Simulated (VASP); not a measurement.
Calculation: PBEsol GGA, VASP's PBE PAW potentials (set 64) (plane waves; VASP).

The input files of a VASP run:

KPOINTS:
```
k-points along high-symmetry lines
8
Line-mode
Reciprocal
  0.000000   0.000000   0.000000 ! GAMMA
 -0.500000  -0.500000   0.000000 ! Y

 -0.500000  -0.500000   0.000000 ! Y
 -0.625000  -0.375000   0.000000 ! C_0

 -0.375000   0.375000   0.000000 ! SIGMA_0
  0.000000   0.000000   0.000000 ! GAMMA

  0.000000   0.000000   0.000000 ! GAMMA
  0.500000   0.500000   0.500000 ! Z

  0.500000   0.500000   0.500000 ! Z
  0.125000   0.875000   0.500000 ! A_0

 -0.125000   0.125000   0.500000 ! E_0
  0.000000   0.000000   0.500000 ! T

  0.000000   0.000000   0.500000 ! T
 -0.500000  -0.500000   0.000000 ! Y

  0.000000   0.000000   0.000000 ! GAMMA
 -0.500000   0.000000   0.000000 ! S

 -0.500000   0.000000   0.000000 ! S
  0.000000   0.500000   0.500000 ! R

  0.000000   0.500000   0.500000 ! R
  0.500000   0.500000   0.500000 ! Z

  0.500000   0.500000   0.500000 ! Z
  0.000000   0.000000   0.500000 ! T
```

**INCAR**
```
SYSTEM = BeHg3Se4
PREC = Accurate; ENCUT = 400; LREAL = .FALSE.
LASPH = .TRUE.; ICHARG = 11
EDIFF = 1E-7; NELM = 100; ALGO = Normal
LMAXMIX = 6
ISMEAR = 0; SIGMA = 0.05
GGA = PS
LWAVE = .FALSE.; LCHARG = .FALSE.; LORBIT = 11
```

File POSCAR:
```
BeHg3Se4
1
   -0.0220804087     5.8712073752     5.9446689223
    5.8712073752    -0.0220804087     5.9446689223
    2.9245634833     2.9245634833    -0.0000000000
Hg Se Be
3 4 1
Direct
  0.9943585517   0.9943585517   0.0112828966
  0.9911781074   0.5082536716   0.0005682210
  0.5082536716   0.9911781074   0.0005682210
  0.1262114298   0.1262114298   0.2475771403
  0.1674752082   0.6111249793   0.2213998125
  0.6111249793   0.1674752082   0.2213998125
  0.6018935126   0.6018935126   0.2962129749
  0.4995045394   0.4995045394   0.0009909211
```

POTCAR, in this order: Hg Se Be (PBE.64 set). Program: vasp_std. Read from the step before: CHGCAR.

Output

**OSZICAR**
```
       N       E                     dE             d eps       ncg     rms          rms(c)
DAV:   1     0.370932776985E+03    0.37093E+03   -0.24728E+04  6512   0.121E+03
DAV:   2     0.239101469147E+01   -0.36854E+03   -0.35765E+03  7358   0.306E+02
DAV:   3    -0.219632520118E+02   -0.24354E+02   -0.23985E+02  7817   0.761E+01
DAV:   4    -0.223568082918E+02   -0.39356E+00   -0.39169E+00  7361   0.912E+00
DAV:   5    -0.223631521592E+02   -0.63439E-02   -0.63422E-02  7655   0.103E+00
DAV:   6    -0.223632644604E+02   -0.11230E-03   -0.11229E-03  7448   0.122E-01
DAV:   7    -0.223632671646E+02   -0.27042E-05   -0.27040E-05  7774   0.164E-02
DAV:   8    -0.223632672134E+02   -0.48746E-07   -0.48758E-07  6142   0.206E-03
   1 F= -.22363267E+02 E0= -.22361803E+02  d E =-.292835E-02
```

### OUTCAR
```
 val. band max:        1.9384222112   @ k =  -0.0714   0.0000   0.0000

 cond. band min:       1.9430844540   @ k =  -0.0536   0.0536   0.0000



 k-point     1 :       0.0000    0.0000    0.0000
  band No.  band energies     occupation
      1     -11.6401      2.00000
      2     -11.0089      2.00000
      3     -10.9288      2.00000
      4     -10.7471      2.00000
      5      -5.1374      2.00000
      6      -5.1078      2.00000
      7      -5.0978      2.00000
      8      -4.9683      2.00000
      9      -4.9205      2.00000
     10      -4.8263      2.00000
     11      -4.8135      2.00000
     12      -4.6968      2.00000
     13      -4.5250      2.00000
     14      -4.4339      2.00000
     15      -4.4318      2.00000
     16      -4.4130      2.00000
     17      -4.3925      2.00000
     18      -4.3139      2.00000
     19      -4.2228      2.00000
     20      -3.7205      2.00000
     21      -3.5351      2.00000
     22      -3.1861      2.00000
     23      -0.9532      2.00000
     24      -0.6098      2.00000
     25       0.4209      2.00000
     26       0.6818      2.00000
     27       0.7051      2.00000
     28       1.2026      2.00000
     29       1.5913      2.00000
     30       1.6665      2.00000
     31       1.6770      2.00000
     32       1.9497      0.79706
     33       3.0772      0.00000
     34       3.5986      0.00000
     35       4.5854      0.00000
     36       4.9658      0.00000
     37       6.7300      0.00000

 k-point     2 :      -0.0714   -0.0714    0.0000
  band No.  band energies     occupation
      1     -11.6313      2.00000
      2     -11.0099      2.00000
      3     -10.9297      2.00000
      4     -10.7574      2.00000
      5      -5.1394      2.00000
      6      -5.1041      2.00000
      7      -5.0940      2.00000
      8      -4.9732      2.00000
      9      -4.9186      2.00000
     10      -4.8321      2.00000
     11      -4.8165      2.00000
     12      -4.7066      2.00000
...
```

The density is held fixed in this step, so its total energy and stress have no physical meaning. Unless said otherwise, spin-orbit coupling is left out, though it shifts the bands of the heavy elements here.

The structure was generated: BeHg3Se4 was put into an ordered model structure (Amm2), which need not be its known phase. It was relaxed first.
